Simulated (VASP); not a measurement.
Output of a VASP run:

OSZICAR:
```
       N       E                     dE             d eps       ncg     rms          rms(c)
DAV:   1     0.100005261551E+03    0.10001E+03   -0.13152E+04  1050   0.146E+03
DAV:   2    -0.331826197154E+02   -0.13319E+03   -0.13192E+03  1358   0.324E+02
DAV:   3    -0.368294919001E+02   -0.36469E+01   -0.36444E+01  1344   0.528E+01
DAV:   4    -0.368483892353E+02   -0.18897E-01   -0.18896E-01  1302   0.414E+00
DAV:   5    -0.368485443804E+02   -0.15515E-03   -0.15514E-03  1330   0.335E-01    0.527E+01
DAV:   6    -0.318010151065E+02    0.50475E+01   -0.26485E+01  1176   0.367E+01    0.455E+01
DAV:   7    -0.316808484657E+02    0.12017E+00   -0.71199E-01  1295   0.802E+00    0.291E+01
DAV:   8    -0.316459328464E+02    0.34916E-01   -0.17694E-01  1358   0.445E+00    0.511E+00
DAV:   9    -0.316371583715E+02    0.87745E-02   -0.33222E-02  1274   0.168E+00    0.176E+00
DAV:  10    -0.316369452517E+02    0.21312E-03   -0.36526E-03  1394   0.480E-01    0.264E-01
DAV:  11    -0.316369254632E+02    0.19788E-04   -0.22029E-04  1204   0.127E-01    0.173E-01
DAV:  12    -0.316369270777E+02   -0.16145E-05   -0.21256E-05  1394   0.369E-02    0.212E-02
DAV:  13    -0.316369273470E+02   -0.26931E-06   -0.17215E-06  1347   0.103E-02    0.977E-03
DAV:  14    -0.316369273712E+02   -0.24229E-07   -0.12018E-07   938   0.308E-03
   1 F= -.31636927E+02 E0= -.31636927E+02  d E =0.000000E+00
```

**OUTCAR**
```
------------------------ aborting loop because EDIFF is reached ----------------------------------------
  FORCE on cell =-STRESS in cart. coord.  units (eV):
  Direction    XX          YY          ZZ          XY          YZ          ZX
  --------------------------------------------------------------------------------------
  Total        0.0009565      0.0009565      0.0009565      0.0000000      0.0000000     -0.0000000
  in kB        0.0484531      0.0484531      0.0484531      0.0000000      0.0000000     -0.0000000
  external PRESSURE =       0.0484531 kB  Pullay stress =       0.0000000 kB
  volume of cell :       31.63
      direct lattice vectors                 reciprocal lattice vectors
     0.000000000  2.510067051  2.510067051    -0.199197866  0.199197866  0.199197866
     2.510067051  0.000000000  2.510067051     0.199197866 -0.199197866  0.199197866
     2.510067051  2.510067051  0.000000000     0.199197866  0.199197866 -0.199197866
 POSITION                                       TOTAL-FORCE (eV/Angst)
 -----------------------------------------------------------------------------------
      0.00000      0.00000      0.00000        -0.000000      0.000000     -0.000000
      3.76510      3.76510      3.76510        -0.000000     -0.000000     -0.000000
      1.25503      1.25503      1.25503         0.000000      0.000000      0.000000
 -----------------------------------------------------------------------------------
    total drift:                                0.000000      0.000000      0.000000
  FREE ENERGIE OF THE ION-ELECTRON SYSTEM (eV)
  ---------------------------------------------------
  free  energy   TOTEN  =       -31.6369273712 eV

  energy  without entropy=      -31.6369273712  energy(sigma->0) =      -31.63692737

 total charge

# of ion       s       p       d       tot
------------------------------------------
    1        0.303   6.620   1.429   8.353
    2        1.557   3.550   0.000   5.107
    3        1.557   3.550   0.000   5.107
--------------------------------------------------
tot          3.418  13.719   1.429  18.567
```
(Selected blocks of OUTCAR.)

POSCAR:
```
HfO2
1
    0.0000000000     2.5100670508     2.5100670508
    2.5100670508     0.0000000000     2.5100670508
    2.5100670508     2.5100670508     0.0000000000
Hf O
1 2
Direct
  0.0000000000   0.0000000000   0.0000000000
  0.7500000000   0.7500000000   0.7500000000
  0.2500000000   0.2500000000   0.2500000000
```

Question: Write an INCAR and KPOINTS that could have produced this output.

Answer: One answer among several that fit: the input of the run itself, PBEsol GGA, plane waves, VASP's PBE PAW potentials (set 64).

File KPOINTS:
```
Automatic
0
Gamma
  9 9 9
0 0 0
```

**INCAR**
```
ALGO = Normal
EDIFF = 1E-7
ENCUT = 520
GGA = PS
ISIF = 2
ISMEAR = -5
LASPH = .True.
LCHARG = .True.
LMAXMIX = 6
LORBIT = 11
LREAL = .False.
LWAVE = .False.
NEDOS = 601
NELM = 100
PREC = Accurate
SYSTEM = HfO2
```

POTCAR, in this order: Hf_pv O (PBE.64 set). Program: vasp_std.

The structure comes from a computed database's HfO2 entry (Fm-3m); how it stands against other phases isn't given here. It was relaxed first.
